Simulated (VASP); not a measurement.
# SrIr2 with r2SCAN: from relaxation to properties, part 6 of 6

Wanted: the relaxed cell of SrIr2 and its properties. The start is a computed cell from the Materials Project.

VASP 6.6.1; r2SCAN; plane waves and PAW (Sr_sv, Ir).

So far. Step 12 (Volume scan with r2SCAN (run 6)): The run ends at a pressure of -5.75 GPa. Step 13 (Volume scan with r2SCAN (run 7)): The pressure falls from -5.75 to -8.17 GPa. The parabola predicted -8.08 GPa, +0.09 GPa off. The relaxed cell has a = 7.709 Å (conventional setting).

## Step 15: Fit for r2SCAN

This step: Birch-Murnaghan fit, r2SCAN; plane waves and PAW (VASP 6.6.1).

No new run; the numbers come from the runs before.

Numbers from this step:

| Item | Value |
| --- | --- |
| pressure derivative of the bulk modulus | 4.839 |
| r.m.s. error of the fit | 2.93e-6 eV/atom |
| minimum inside the sampled range | yes |
| bulk modulus | 161.3 GPa |
| equilibrium volume of the fit | 19.09 Å³/atom |

The energy above the fitted minimum by volume:

```
volume (Å³/atom)  energy above the fitted minimum (eV/atom)
          17.944                                     0.0394
          18.325                                     0.0169
          18.707                                    0.00410
          19.089                                    -4.2e-6
          19.471                                    0.00360
          19.852                                     0.0141
          20.234                                     0.0306
```

The fit over cells of fixed shape and fractional positions puts the volume +0.03 % from the relaxed one.

## Step 16: Band structure (r2SCAN) with a changed input

This step: r2SCAN; plane waves and PAW (Sr_sv, Ir) (VASP 6.6.1).

Levels along the symmetry lines show where the bands peak and cross; KPOINTS_OPT computes them in the converged potential. Some settings are moved from the usual, to see what they do.

The input, INCAR:

```
SYSTEM = SrIr2
PREC = Single
ENCUT = 400
EDIFF = 1E-06
NELM = 100
ISMEAR = 1
SIGMA = 0.2
LREAL = .FALSE.
ALGO = Fast
METAGGA = R2SCAN
LASPH = .TRUE.
NBANDS = 44
LORBIT = 11
LWAVE = .FALSE.
LCHARG = .FALSE.
KPAR = 4
ISYM = 0
```

The input, POSCAR:

```
SrIr2
1.0
    0.0000000000      3.8544980170      3.8544980170
    3.8544980170      0.0000000000      3.8544980170
    3.8544980170      3.8544980170      0.0000000000
Sr Ir
2 4
Direct
    0.2500000000      0.2500000000      0.2500000000
    0.0000000000      0.0000000000      0.0000000000
    0.6250000000      0.1250000000      0.6250000000
    0.6250000000      0.6250000000      0.1250000000
    0.1250000000      0.6250000000      0.6250000000
    0.6250000000      0.6250000000      0.6250000000
```

The input, KPOINTS:

```
Automatic mesh
0
Gamma
6 6 6
0 0 0
```

The input, KPOINTS_OPT:

```
Line mode
16
Line-mode
Reciprocal
  0.00000000   0.00000000   0.00000000 GAMMA
  0.50000000   0.00000000   0.50000000 X

  0.50000000   0.00000000   0.50000000 X
  0.50000000   0.25000000   0.75000000 W

  0.50000000   0.25000000   0.75000000 W
  0.37500000   0.37500000   0.75000000 K

  0.37500000   0.37500000   0.75000000 K
  0.00000000   0.00000000   0.00000000 GAMMA

  0.00000000   0.00000000   0.00000000 GAMMA
  0.50000000   0.50000000   0.50000000 L

  0.50000000   0.50000000   0.50000000 L
  0.62500000   0.25000000   0.62500000 U

  0.62500000   0.25000000   0.62500000 U
  0.50000000   0.25000000   0.75000000 W

  0.50000000   0.25000000   0.75000000 W
  0.50000000   0.50000000   0.50000000 L

  0.50000000   0.50000000   0.50000000 L
  0.37500000   0.37500000   0.75000000 K

  0.62500000   0.25000000   0.62500000 U
  0.50000000   0.00000000   0.50000000 X
```

The projector-augmented-wave data sets are Sr_sv and Ir (PBE family, release 64).

Command:

```
> mpirun -np 4 vasp_std
```

The program printed:

```text
[... set-up lines as in an earlier step ...]
 entering main loop
       N       E                     dE             d eps       ncg     rms          rms(c)
DAV:   1     0.231503971821E+03    0.23150E+03   -0.22102E+04  9856   0.105E+03
DAV:   2    -0.229471053757E+03   -0.46098E+03   -0.42848E+03  9932   0.334E+02
DAV:   3    -0.259067259062E+03   -0.29596E+02   -0.28280E+02 13832   0.821E+01
DAV:   4    -0.261280697662E+03   -0.22134E+01   -0.21736E+01 17132   0.164E+01
DAV:   5    -0.261300144555E+03   -0.19447E-01   -0.19436E-01 12700   0.148E+00    0.538E+01
RMM:   6    -0.242477240773E+03    0.18823E+02   -0.21055E+01 12240   0.250E+01    0.141E+01
RMM:   7    -0.241663832582E+03    0.81341E+00   -0.26607E+00 11985   0.114E+01    0.954E+00
RMM:   8    -0.241690194220E+03   -0.26362E-01   -0.71978E-01 14470   0.294E+00    0.379E+00
RMM:   9    -0.241701939000E+03   -0.11745E-01   -0.25131E-01 15468   0.206E+00    0.730E-01
RMM:  10    -0.241712284267E+03   -0.10345E-01   -0.90143E-02 16255   0.912E-01    0.647E-01
RMM:  11    -0.241715084098E+03   -0.27998E-02   -0.29698E-02 16992   0.511E-01    0.456E-01
RMM:  12    -0.241715517823E+03   -0.43373E-03   -0.13340E-02 15801   0.459E-01    0.241E-01
WARNING in EDDRMM: call to ZHEGV failed, returncode =   8  4     22
RMM:  13    -0.241716226611E+03   -0.70879E-03   -0.75545E-03 17222   0.234E-01    0.148E-01
RMM:  14    -0.241716554471E+03   -0.32786E-03   -0.30187E-03 18645   0.131E-01    0.864E-02
RMM:  15    -0.241716714907E+03   -0.16044E-03   -0.15114E-03 18292   0.883E-02    0.694E-02
WARNING in EDDRMM: call to ZHEGV failed, returncode =   8  4     25
RMM:  16    -0.241716783856E+03   -0.68949E-04   -0.64839E-04 18191   0.580E-02    0.579E-02
WARNING in EDDRMM: call to ZHEGV failed, returncode =   8  4     11
WARNING in EDDRMM: call to ZHEGV failed, returncode =   6  3     25
WARNING in EDDRMM: call to ZHEGV failed, returncode =   6  3     35
RMM:  17    -0.241716812265E+03   -0.28409E-04   -0.33150E-04 17669   0.458E-02    0.252E-02
WARNING in EDDRMM: call to ZHEGV failed, returncode =   6  3     27
WARNING in EDDRMM: call to ZHEGV failed, returncode =   6  3     17
RMM:  18    -0.241716823166E+03   -0.10900E-04   -0.14180E-04 16990   0.329E-02    0.576E-03
RMM:  19    -0.241716831220E+03   -0.80545E-05   -0.78839E-05 15674   0.203E-02    0.116E-02
WARNING in EDDRMM: call to ZHEGV failed, returncode =   6  3     18
WARNING in EDDRMM: call to ZHEGV failed, returncode =   8  4     19
WARNING in EDDRMM: call to ZHEGV failed, returncode =   8  4     13
RMM:  20    -0.241716835029E+03   -0.38088E-05   -0.37405E-05 14214   0.142E-02    0.588E-03
WARNING in EDDRMM: call to ZHEGV failed, returncode =   6  3     13
RMM:  21    -0.241716837260E+03   -0.22315E-05   -0.19053E-05 12982   0.105E-02    0.736E-03
WARNING in EDDRMM: call to ZHEGV failed, returncode =   8  4     19
RMM:  22    -0.241716838484E+03   -0.12239E-05   -0.97393E-06 12159   0.812E-03    0.481E-03
RMM:  23    -0.241716838954E+03   -0.46993E-06   -0.52196E-06 11093   0.638E-03
   1 F= -.24171684E+03 E0= -.24171438E+03  d E =-.737633E-02
 Start KPOINTS_OPT (optional k-point list driver)
k-point batch [1-112\160]
       N       E                     dE             ncg
DAV:   1     0.431054267858E+05   -0.72603E+05     9856
DAV:   2    -0.104597210346E+05   -0.53565E+05     9960
DAV:   3    -0.135654715035E+05   -0.31058E+04    13644
DAV:   4    -0.137133551016E+05   -0.14788E+03    16240
DAV:   5    -0.137150960198E+05   -0.17409E+01    13132
DAV:   6    -0.137151373145E+05   -0.41295E-01    14212
DAV:   7    -0.137151385577E+05   -0.12432E-02    14828
DAV:   8    -0.137151385955E+05   -0.37867E-04    11944
DAV:   9    -0.137151385969E+05   -0.13913E-05     8048
DAV:  10    -0.137151385974E+05   -0.43796E-06     7540
k-point batch [113-160\160]
       N       E                     dE             ncg
DAV:   1     0.789406099264E+05   -0.42284E+05     4224
DAV:   2     0.558690578061E+05   -0.23072E+05     4264
DAV:   3     0.545523258742E+05   -0.13167E+04     5816
DAV:   4     0.544858215686E+05   -0.66504E+02     7180
DAV:   5     0.544851759757E+05   -0.64559E+00     5380
DAV:   6     0.544851603409E+05   -0.15635E-01     6088
DAV:   7     0.544851598714E+05   -0.46953E-03     6372
DAV:   8     0.544851598616E+05   -0.97972E-05     5000
DAV:   9     0.544851598611E+05   -0.47585E-06     3396
```

The job ended after 17 min (4 MPI ranks of Intel Xeon Platinum 8259CL at 2.50GHz (Skylake/Cascade Lake), shared host; peak memory 2.2 GiB; 66 min of CPU time).

From OUTCAR (step 16):

```text
   k-points           NKPTS =    112   k-points in BZ     NKDIM =    112   number of bands    NBANDS=     44

   NELECT =      56.0000    total number of electrons

 E-fermi :   5.9223

 k-point     1 :       0.0000    0.0000    0.0000
  band No.  band energies     occupation
    ...
     22       5.6028      2.04638
     23       5.6028      2.04638
     24       5.6028      2.04638
     25       5.7251      2.04724
     26       5.7251      2.04723
     27       6.9401     -0.00000
     28       6.9401     -0.00000
     29       7.2052     -0.00000
     30       7.3830     -0.00000
     31       7.3830     -0.00000
    ...

  Total        0.0062875      0.0062699      0.0062719     -0.0003378     -0.0003125     -0.0003861
  in kB        0.0879541      0.0877082      0.0877362     -0.0047256     -0.0043714     -0.0054007
  external PRESSURE =       0.0877995 kB  Pullay stress =       0.0000000 kB

 POSITION                                       TOTAL-FORCE (eV/Angst)
 -----------------------------------------------------------------------------------
      1.92725      1.92725      1.92725         0.000065      0.000061      0.000057
      0.00000      0.00000      0.00000        -0.000073     -0.000092     -0.000069
      2.89087      4.81812      2.89087         0.000007      0.000010      0.000010
      2.89087      2.89087      4.81812         0.000005      0.000015      0.000006
      4.81812      2.89087      2.89087        -0.000007      0.000004      0.000003
      4.81812      4.81812      4.81812         0.000003      0.000001     -0.000006
 -----------------------------------------------------------------------------------
    total drift:                               -0.000013     -0.000031     -0.000019

  FREE ENERGIE OF THE ION-ELECTRON SYSTEM (eV)
  ---------------------------------------------------
  free  energy   TOTEN  =      -241.7168389542 eV

  energy  without entropy=     -241.7094626273  energy(sigma->0) =     -241.71438018

[... 3 parts as in an earlier step ...]

[... 10 further parts left out ...]
```

The run converged, and its energy and pressure stay near those of the sound run.

Against the sound run on this cell (bands along the symmetry lines (r2SCAN)) the energy at zero smearing moves by -0.1 meV an atom and the pressure by +0.00 GPa.

Settings moved from the usual: ALGO = Fast, PREC = Single and ISYM = 0.

ISYM = 0 switches symmetry off, which costs time and should not change a single point. PREC = Single changes the FFT grids. ALGO acts on the way to self-consistency or on speed; a fully converged result doesn't depend on them, though slow mixing can meet EDIFF with the stress still off.

## Step 17: Results

```
relaxed volume                            : 19.09 Å³/atom
relaxed conventional cell a, b, c         : 7.709, 7.709, 7.709 Å
space group after relaxing, within 0.02 Å : Fd-3m (No. 227)
band gap                                  : none, a metal
DOS at the Fermi level                    : 10.7 states/eV/cell
highest zone-centre mode                  : 189 cm⁻¹
imaginary zone-centre modes               : 3, down to 29i cm⁻¹
bulk modulus from the fit                 : 161 GPa
volume from the fit                       : 19.1 Å³/atom
```

With r2SCAN, SrIr2 relaxes to 19.09 Å³/atom in space group Fd-3m (held by the symmetry of the run), comes out as a metal and has a bulk modulus of 161 GPa. Bands along the symmetry lines (r2SCAN): Of the bands kept, 4 cross the Fermi level on this path. Vibrations at Γ (r2SCAN): The highest mode in this list at Γ, 188.5 cm⁻¹, is mostly motion of Ir (100 % of the kinetic energy). 3 modes are imaginary, down to 28.8i cm⁻¹: the energy falls along them. Spin-orbit coupling is left out, and with elements this heavy it would split and shift bands near the Fermi level. The k-sampling is coarse for a metal, so the Fermi level, pressures and the shape of the cell carry errors. In a metal, imaginary modes from one mesh and one smearing may be numerical noise or a true instability. No search among competing phases was made, and a listed structure need not be the one stable at ambient conditions. All values are for a static lattice at zero temperature.

[Lines on the potential files, build, host, timing and source positions are cut from VASP's logs without a mark.]

[Logs are printed without paths, hosts, clocks, repeated set-up lines and the standing remarks that a program may print on its own settings, such as how far it seeks lower states.]

[Hosts, paths, dates, database ids (printed as entryN), source tags and the programs' standing remarks are cut or masked in the printed files.]

[A measured line is paired with the nearest computed mode of its activity, which favours agreement.]

[In band tables of VASP the shares of atoms and orbitals are scaled to a sum of 1 inside the atoms' spheres.]
